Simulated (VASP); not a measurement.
Output of a VASP run:

### OUTCAR
```
 ion  position               nearest neighbor table
   1  0.500  0.500  0.580-   3 2.76   4 2.76   4 2.76   3 2.76   5 2.79   5 2.79   5 2.79   5 2.79
                             3 2.85   4 2.85   3 2.85   4 2.85   2 3.40   2 3.40   2 3.40   2 3.40
   2  0.000  0.000  0.093-   5 1.86   4 1.97   3 1.97   3 1.97   4 1.97   5 2.14   1 3.40   1 3.40
                             1 3.40   1 3.40   1 3.46   1 3.46   1 3.46   1 3.46
   3  0.000  0.500  0.065-   2 1.97   2 1.97   1 2.76   1 2.76   1 2.85   1 2.85
   4  0.500  0.000  0.065-   2 1.97   2 1.97   1 2.76   1 2.76   1 2.85   1 2.85
   5  0.000  0.000  0.558-   2 1.86   2 2.14   1 2.79   1 2.79   1 2.79   1 2.79
  LATTYP: Found a simple tetragonal cell.
 ALAT       =     3.9399072067
 C/A-ratio  =     1.0143423493
 Subroutine PRICEL returns:
 Original cell was already a primitive cell.
 Subroutine GETGRP returns: Found  8 space group operations
The static configuration has the point symmetry C_4v.
The dynamic configuration has the point symmetry C_4v.
 Subroutine INISYM returns: Found  8 space group operations
 Subroutine IBZKPT returns following result:
 Found    126 irreducible k-points:

 Following reciprocal coordinates:
            Coordinates               Weight
  0.000000  0.000000  0.000000      1.000000
  0.100000  0.000000  0.000000      4.000000
  0.200000  0.000000  0.000000      4.000000
  0.300000  0.000000  0.000000      4.000000
  0.400000  0.000000  0.000000      4.000000
  0.500000  0.000000  0.000000      2.000000
  0.100000  0.100000  0.000000      4.000000
  0.200000  0.100000  0.000000      8.000000
  0.300000  0.100000  0.000000      8.000000
  0.400000  0.100000  0.000000      8.000000
  0.500000  0.100000  0.000000      4.000000
  0.200000  0.200000  0.000000      4.000000
  0.300000  0.200000  0.000000      8.000000
  0.400000  0.200000  0.000000      8.000000
  0.500000  0.200000  0.000000      4.000000
  0.300000  0.300000  0.000000      4.000000
  0.400000  0.300000  0.000000      8.000000
  0.500000  0.300000  0.000000      4.000000
  0.400000  0.400000  0.000000      4.000000
  0.500000  0.400000  0.000000      4.000000
  0.500000  0.500000  0.000000      1.000000
  0.000000  0.000000  0.100000      2.000000
  0.100000  0.000000  0.100000      8.000000
  0.200000  0.000000  0.100000      8.000000
  0.300000  0.000000  0.100000      8.000000
  0.400000  0.000000  0.100000      8.000000
  0.500000  0.000000  0.100000      4.000000
  0.100000  0.100000  0.100000      8.000000
  0.200000  0.100000  0.100000     16.000000
  0.300000  0.100000  0.100000     16.000000
  0.400000  0.100000  0.100000     16.000000
  0.500000  0.100000  0.100000      8.000000
  0.200000  0.200000  0.100000      8.000000
  0.300000  0.200000  0.100000     16.000000
  0.400000  0.200000  0.100000     16.000000
  0.500000  0.200000  0.100000      8.000000
  0.300000  0.300000  0.100000      8.000000
  0.400000  0.300000  0.100000     16.000000
  0.500000  0.300000  0.100000      8.000000
  0.400000  0.400000  0.100000      8.000000
   k-points           NKPTS =    126   k-points in BZ     NKDIM =    126   number of bands    NBANDS=     72
   number of dos      NEDOS =   1001   number of ions     NIONS =      5
   total plane-waves  NPLWV =  27000
   dimension x,y,z NGX =    30 NGY =   30 NGZ =   30
   dimension x,y,z NGXF=    60 NGYF=   60 NGZF=   60
   ions per type =               1   1   3
   PREC   = accura    normal or accurate (medium, high low for compatibility)
   ISTART =      0    job   : 0-new  1-cont  2-samecut
   ICHARG =      2    charge: 1-file 2-atom 10-const
   ISPIN  =      1    spin polarized calculation?
   LNONCOLLINEAR =      F non collinear calculations
   LSORBIT =      F    spin-orbit coupling
   INIWAV =      1    electr: 0-lowe 1-rand  2-diag
   ENCUT  =  520.0 eV  38.22 Ry    6.18 a.u.   7.33  7.33  7.43*2*pi/ulx,y,z
   NELM   =    100;   NELMIN=  2; NELMDL= -5     # of ELM steps
   EDIFF  = 0.1E-06   stopping-criterion for ELM
   LREAL  =      F    real-space projection
   NLSPLINE    = F    spline interpolate recip. space projectors
...
```

OSZICAR:
```
       N       E                     dE             d eps       ncg     rms          rms(c)
DAV:   1     0.333974810941E+03    0.33397E+03   -0.14837E+04 18160   0.592E+02
DAV:   2    -0.233000030360E+02   -0.35727E+03   -0.32944E+03 19104   0.202E+02
DAV:   3    -0.538333924594E+02   -0.30533E+02   -0.29446E+02 24736   0.558E+01
DAV:   4    -0.545839274646E+02   -0.75054E+00   -0.74789E+00 21976   0.831E+00
DAV:   5    -0.545899811159E+02   -0.60537E-02   -0.60526E-02 21064   0.687E-01    0.242E+01
DAV:   6    -0.449311844561E+02    0.96588E+01   -0.12076E+01 23336   0.263E+01    0.107E+01
DAV:   7    -0.443682205034E+02    0.56296E+00   -0.38334E+00 21424   0.816E+00    0.699E+00
DAV:   8    -0.443901232521E+02   -0.21903E-01   -0.14391E+00 22416   0.581E+00    0.423E+00
DAV:   9    -0.442011504007E+02    0.18897E+00   -0.31390E-01 21432   0.246E+00    0.179E+00
DAV:  10    -0.441645594746E+02    0.36591E-01   -0.49918E-02 23880   0.108E+00    0.421E-01
DAV:  11    -0.441633440168E+02    0.12155E-02   -0.60594E-03 22368   0.255E-01    0.202E-01
DAV:  12    -0.441630956881E+02    0.24833E-03   -0.51556E-04 24008   0.783E-02    0.722E-02
DAV:  13    -0.441631035125E+02   -0.78244E-05   -0.53085E-05 20392   0.263E-02    0.438E-02
DAV:  14    -0.441631012356E+02    0.22768E-05   -0.17339E-05 21192   0.210E-02    0.628E-03
DAV:  15    -0.441631008582E+02    0.37742E-06   -0.86133E-07 21400   0.420E-03    0.150E-03
DAV:  16    -0.441631008490E+02    0.92605E-08   -0.17038E-07 19912   0.168E-03
   1 F= -.44163101E+02 E0= -.44163101E+02  d E =-.151104E-12
 imaginary and real dielectric function
```

### OUTCAR
```
------------------------ aborting loop because EDIFF is reached ----------------------------------------
  FORCE on cell =-STRESS in cart. coord.  units (eV):
  Direction    XX          YY          ZZ          XY          YZ          ZX
  --------------------------------------------------------------------------------------
  Total        0.0886683      0.0886683      0.0544002      0.0000000      0.0000000      0.0000000
  in kB        2.2900062      2.2900062      1.4049741      0.0000000      0.0000000      0.0000000
  external PRESSURE =       1.9949955 kB  Pullay stress =       0.0000000 kB
  volume of cell :       62.04
      direct lattice vectors                 reciprocal lattice vectors
     3.939907207  0.000000000  0.000000000     0.253813084  0.000000000  0.000000000
     0.000000000  3.939907207  0.000000000     0.000000000  0.253813084  0.000000000
     0.000000000  0.000000000  3.996414732     0.000000000  0.000000000  0.250224280
 POSITION                                       TOTAL-FORCE (eV/Angst)
 -----------------------------------------------------------------------------------
      1.96995      1.96995      2.31652        -0.000000      0.000000     -0.014660
      0.00000      0.00000      0.37026         0.000000     -0.000000     -0.015584
      0.00000      1.96995      0.26005        -0.000000     -0.000000      0.013108
      1.96995      0.00000      0.26005        -0.000000     -0.000000      0.013108
      0.00000      0.00000      2.22821        -0.000000     -0.000000      0.004027
 -----------------------------------------------------------------------------------
    total drift:                               -0.000000      0.000000     -0.000555
  FREE ENERGIE OF THE ION-ELECTRON SYSTEM (eV)
  ---------------------------------------------------
  free  energy   TOTEN  =       -44.1631008490 eV

  energy  without entropy=      -44.1631008490  energy(sigma->0) =      -44.16310085

 plasma frequency squared (from intraband transitions) (eV^2)
  --------------------------------------------------------------------------------------
       0.000       0.000      -0.000
       0.000       0.000       0.000
      -0.000       0.000       0.000

 plasma frequency squared (from interband transitions, int dw w eps(2)(w)) (eV^2)
  --------------------------------------------------------------------------------------
     663.158       0.000       0.000       0.000       0.000       0.000
       0.000      -0.000     663.158       0.000       0.000      -0.000
       0.000      -0.000       0.000       0.000     662.108       0.000
```
(Selected blocks of OUTCAR.)

File POSCAR:
```
BaTiO3
1
    3.9399072067     0.0000000000     0.0000000000
    0.0000000000     3.9399072067    -0.0000000000
    0.0000000000     0.0000000000     3.9964147319
Ba Ti O
1 1 3
Direct
  0.5000000000   0.5000000000   0.5796492425
  0.0000000000   0.0000000000   0.0926476559
  1.0000000000   0.5000000000   0.0650708885
  0.5000000000   0.0000000000   0.0650708885
  0.0000000000   0.0000000000   0.5575513246
```

Task: Write an INCAR and KPOINTS that could have produced this output.

Result: This is not unique; one that fits is the input of the run itself, LDA (Ceperley-Alder, Perdew-Zunger), plane waves, VASP's LDA PAW potentials (set 64).

KPOINTS:
```
K-points
0
Gamma
10 10 10
0 0 0
```

### INCAR
```
! general
SYSTEM  = BaTiO3
PREC    = Accurate
ENCUT   = 520   ! plane-wave cut-off (eV)
LREAL   = .False.
LASPH   = .True.   ! aspherical one-centre terms
NBANDS  = 72

! electronic loop
EDIFF   = 1E-7
NELM    = 100
ALGO    = Normal
LMAXMIX = 4   ! l cut-off of mixed one-centre charges

! smearing
ISMEAR  = 0   ! Gaussian
SIGMA   = 0.01   ! width (eV)

! output
LWAVE   = .False.
LCHARG  = .False.
NEDOS   = 1001

! other
LOPTICS = .True.
CSHIFT  = 0.1
```

POTCAR, in this order: Ba_sv Ti_sv O (LDA.64 set). Program: vasp_std.

The dielectric response may not be converged in the k-mesh; for small gaps it tends to come out too large.

The structure comes from a computed database's BaTiO3 entry (P4mm); how it stands against other phases isn't given here. It was relaxed first, which changed the volume by -5 %.
